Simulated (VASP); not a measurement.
Level of theory: PBE GGA with D3 dispersion (zero damping), VASP's PBE PAW potentials (set 64) (plane waves; VASP 6.6.1).

VASP ran on this input.

### POSCAR
```
MoTe2
1
    1.7592945429    -3.0471871130     0.0000000000
    1.7592945429     3.0471871130     0.0000000000
    0.0000000000     0.0000000000    14.0245942164
Te Mo
4 2
Direct
  0.3333330000   0.6666670000   0.8792603922
  0.6666670000   0.3333330000   0.3792603922
  0.6666670000   0.3333330000   0.1207396078
  0.3333330000   0.6666670000   0.6207396078
  0.3333330000   0.6666670000   0.2500000000
  0.6666670000   0.3333330000   0.7500000000
```

**INCAR**
```
SYSTEM = MoTe2
PREC = Accurate
ENCUT = 520
EDIFF = 1E-7
NELM = 100
ALGO = Normal
LREAL = .FALSE.
LASPH = .TRUE.
ISMEAR = 0
SIGMA = 0.05
GGA = PE
IVDW = 11
LMAXMIX = 4
LWAVE = .FALSE.
LCHARG = .FALSE.
ISIF = 4
IBRION = 2
NSW = 30
EDIFFG = -0.01
```

KPOINTS:
```
Automatic mesh
0
Gamma
7 7 2
0 0 0
```

POTCAR, in this order: Te Mo_sv (PBE.64 set). Program: vasp_std.

The run wrote:

File OUTCAR:
```
 ion  position               nearest neighbor table
   1  0.333  0.667  0.879-   6 2.72   6 2.72   6 2.72   4 3.63
   2  0.667  0.333  0.379-   5 2.72   5 2.72   5 2.72   3 3.63
   3  0.667  0.333  0.121-   5 2.72   5 2.72   5 2.72   2 3.63
   4  0.333  0.667  0.621-   6 2.72   6 2.72   6 2.72   1 3.63
   5  0.333  0.667  0.250-   2 2.72   3 2.72   2 2.72   3 2.72   2 2.72   3 2.72
   6  0.667  0.333  0.750-   1 2.72   4 2.72   1 2.72   4 2.72   1 2.72   4 2.72
  LATTYP: Found a hexagonal cell.
 ALAT       =     3.5185887214
 C/A-ratio  =     3.9858577762
 Subroutine PRICEL returns:
 Original cell was already a primitive cell.
 Subroutine GETGRP returns: Found 24 space group operations
The static configuration has the point symmetry D_3d.
 The point group associated with its full space group is D_6h.
The dynamic configuration has the point symmetry D_3d.
 Subroutine INISYM returns: Found 24 space group operations
 Subroutine IBZKPT returns following result:
 Found     16 irreducible k-points:

 Following reciprocal coordinates:
            Coordinates               Weight
  0.000000  0.000000  0.000000      1.000000
  0.142857  0.000000  0.000000      6.000000
  0.285714  0.000000  0.000000      6.000000
  0.428571  0.000000  0.000000      6.000000
  0.142857  0.142857  0.000000      6.000000
  0.285714  0.142857  0.000000     12.000000
  0.428571  0.142857  0.000000      6.000000
  0.285714  0.285714  0.000000      6.000000
  0.000000  0.000000  0.500000      1.000000
  0.142857  0.000000  0.500000      6.000000
  0.285714  0.000000  0.500000      6.000000
  0.428571  0.000000  0.500000      6.000000
  0.142857  0.142857  0.500000      6.000000
  0.285714  0.142857  0.500000     12.000000
  0.428571  0.142857  0.500000      6.000000
  0.285714  0.285714  0.500000      6.000000
   k-points           NKPTS =     16   k-points in BZ     NKDIM =     16   number of bands    NBANDS=     31
   number of dos      NEDOS =    301   number of ions     NIONS =      6
...
```

File OSZICAR:
```
       N       E                     dE             d eps       ncg     rms          rms(c)
DAV:   1     0.408114727098E+03    0.40811E+03   -0.27419E+04  1144   0.151E+03
DAV:   2    -0.134379282217E+02   -0.42155E+03   -0.41281E+03  1229   0.348E+02
DAV:   3    -0.366091339430E+02   -0.23171E+02   -0.22961E+02  1245   0.689E+01
DAV:   4    -0.372542539116E+02   -0.64512E+00   -0.64267E+00  1253   0.113E+01
DAV:   5    -0.372749765272E+02   -0.20723E-01   -0.20706E-01  1295   0.199E+00    0.216E+01
DAV:   6    -0.365066940457E+02    0.76828E+00   -0.91939E+00  1164   0.149E+01    0.904E+00
DAV:   7    -0.364361467033E+02    0.70547E-01   -0.89935E+00  1092   0.120E+01    0.648E+00
DAV:   8    -0.360047873485E+02    0.43136E+00   -0.18046E+00  1191   0.612E+00    0.319E+00
DAV:   9    -0.360039315025E+02    0.85585E-03   -0.29315E-01  1297   0.240E+00    0.125E+00
DAV:  10    -0.359979108408E+02    0.60207E-02   -0.47477E-02  1213   0.109E+00    0.342E-01
DAV:  11    -0.359982584124E+02   -0.34757E-03   -0.23855E-03  1204   0.261E-01    0.237E-01
DAV:  12    -0.359981753252E+02    0.83087E-04   -0.28921E-04  1180   0.834E-02    0.150E-01
DAV:  13    -0.359981451744E+02    0.30151E-04   -0.12090E-04  1231   0.581E-02    0.733E-02
DAV:  14    -0.359981458032E+02   -0.62876E-06   -0.88915E-06  1286   0.124E-02    0.535E-02
DAV:  15    -0.359981447298E+02    0.10734E-05   -0.19033E-06  1167   0.717E-03    0.264E-02
DAV:  16    -0.359981434496E+02    0.12801E-05   -0.27172E-06  1295   0.704E-03    0.116E-02
DAV:  17    -0.359981432576E+02    0.19200E-06   -0.46414E-07  1005   0.299E-03    0.112E-03
DAV:  18    -0.359981432459E+02    0.11697E-07   -0.71418E-08   678   0.118E-03
   1 F= -.37983185E+02 E0= -.37983185E+02  d E =-.379832E+02
```

**OUTCAR**
```
------------------------ aborting loop because EDIFF is reached ----------------------------------------
 Edisp (eV)   -1.98504
  FORCE on cell =-STRESS in cart. coord.  units (eV):
  Direction    XX          YY          ZZ          XY          YZ          ZX
  --------------------------------------------------------------------------------------
  Total      -0.01988    -0.01988     0.06162    -0.00000     0.00000     0.00000
  in kB      -0.21187    -0.21187     0.65656    -0.00000     0.00000     0.00000
  external pressure =        0.08 kB  Pullay stress =        0.00 kB
  volume of cell :      150.37
      direct lattice vectors                 reciprocal lattice vectors
     1.759294543 -3.047187113  0.000000000     0.284204826 -0.164085756  0.000000000
     1.759294543  3.047187113  0.000000000     0.284204826  0.164085756  0.000000000
     0.000000000  0.000000000 14.024594216     0.000000000  0.000000000  0.071303311
 POSITION                                       TOTAL-FORCE (eV/Angst)
 -----------------------------------------------------------------------------------
      1.75929      1.01573     12.33127         0.000000      0.000000      0.003278
      1.75929     -1.01573      5.31897        -0.000000      0.000000      0.003278
      1.75929     -1.01573      1.69332         0.000000      0.000000     -0.003278
      1.75929      1.01573      8.70562         0.000000      0.000000     -0.003278
      1.75929      1.01573      3.50615        -0.000000      0.000000     -0.000000
      1.75929     -1.01573     10.51845         0.000000     -0.000000     -0.000000
 -----------------------------------------------------------------------------------
    total drift:                               -0.000000      0.001624     -0.000023
  FREE ENERGIE OF THE ION-ELECTRON SYSTEM (eV)
  ---------------------------------------------------
  free  energy   TOTEN  =       -37.9831849822 eV

  energy  without entropy=      -37.9831849822  energy(sigma->0) =      -37.98318498

 reached required accuracy - stopping structural energy minimisation
```
(Selected blocks of OUTCAR.)

The compound is MoTe2 in the 2H layered structure. It was relaxed first.
